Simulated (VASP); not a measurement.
VASP input:

**INCAR**
```
SYSTEM=CuO
LREAL=F
LMAXMIX=4   ! l cut-off of mixed one-centre charges
EDIFF=1E-6
ALGO=Normal
ISMEAR=0
LASPH=T   ! aspherical one-centre terms
GGA=PE   ! PBE
SIGMA=0.05   ! width (eV)
PREC=Accurate
LCHARG=T
ENCUT=500   ! plane-wave cut-off (eV)
LWAVE=F
NELM=100   ! most electronic steps
```

POSCAR:
```
CuO
1
    2.1239404790    -2.0361941304     0.1381792011
    2.1239404790     2.0361941304     0.1381792011
   -0.4731131763     0.0000000000     5.1446132614
Cu O
2 2
Direct
  0.0000000000   0.5000000000   0.0000000000
  0.5000000000   0.0000000000   0.5000000000
  0.5071495778   0.4928504222   0.2500000000
  0.4928504222   0.5071495778   0.7500000000
```

KPOINTS:
```
Automatic mesh
0
Gamma
7 7 4
0 0 0
```

POTCAR, in this order: Cu O (PBE.64 set). Program: vasp_std.

Question: Write an equivalent input for Quantum ESPRESSO's pw.x.

Answer: One equivalent input (not run):
```
&CONTROL
  calculation = 'scf'
  pseudo_dir = './pseudo'
  outdir = './out'
  tprnfor = .true.
  tstress = .true.
/
&SYSTEM
  ibrav = 0
  nat = 4
  ntyp = 2
  ecutwfc = 92
  occupations = 'smearing'
  smearing = 'gaussian'
  degauss = 0.003675
  input_dft = 'pbe'
/
&ELECTRONS
  conv_thr = 7.3e-08
  electron_maxstep = 100
/
ATOMIC_SPECIES
  Cu 63.546 Cu.upf
  O 15.999 O.upf
CELL_PARAMETERS angstrom
     2.1239405   -2.0361941    0.1381792
     2.1239405    2.0361941    0.1381792
    -0.4731132    0.0000000    5.1446133
ATOMIC_POSITIONS crystal
  Cu   0.0000000  0.5000000  0.0000000
  Cu   0.5000000  0.0000000  0.5000000
  O    0.5071496  0.4928504  0.2500000
  O    0.4928504  0.5071496  0.7500000
K_POINTS automatic
  7 7 4 0 0 0
```
What does not carry over: the potentials are each code's own (VASP's PAW set, PseudoDojo norm-conserving files in pw.x), so ENCUT and ecutwfc are chosen apart and not converted; conv_thr bounds pw.x's estimated SCF error, while EDIFF bounds the energy change between steps.

The structure was generated: CuO was put into the tenorite type (C2/c), which need not be its known phase. It was relaxed first, which changed the volume by +10 %. The k-mesh is coarse (spacing up to 0.31 per Å, 2π included), so the numbers may not be converged in it.
